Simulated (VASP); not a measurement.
Consider the following.

```
AlTi
1.0
    2.79511     0.00000     0.00000
    0.00000     2.79511     0.00000
    0.00000     0.00000     4.05982
Ti Al
1 1
Cartesian
  0.00000   0.00000   0.00000
  1.39756   1.39756   2.02991
```

The numbers are results of PBE GGA, VASP's PBE PAW potentials (set 64) (plane waves; VASP 6.6.1), not measurements. Settings: 480 eV cut-off, 12×12×8 Γ-centred mesh, first-order Methfessel-Paxton smearing of 0.10 eV, potentials Ti_sv Al.

Q: What does the run give for the energy per atom (σ→0), pressure, band gap (on the k-mesh) with the smallest direct gap where there is one?

A: 
| Property | Result |
|---|---|
| band gap (on the k-mesh) | none (metal, semimetal or under 0.01 eV) |
| energy per atom (σ→0) | -6.193 eV/atom |
| pressure | 2.66 GPa |

The absolute energy has meaning only against runs of the same code, potentials and settings.

The compound is TiAl in the L1_0 structure. This cell was strained or had an atom moved on purpose. The electron count is odd and the run is not spin-polarised, which forces a metal.
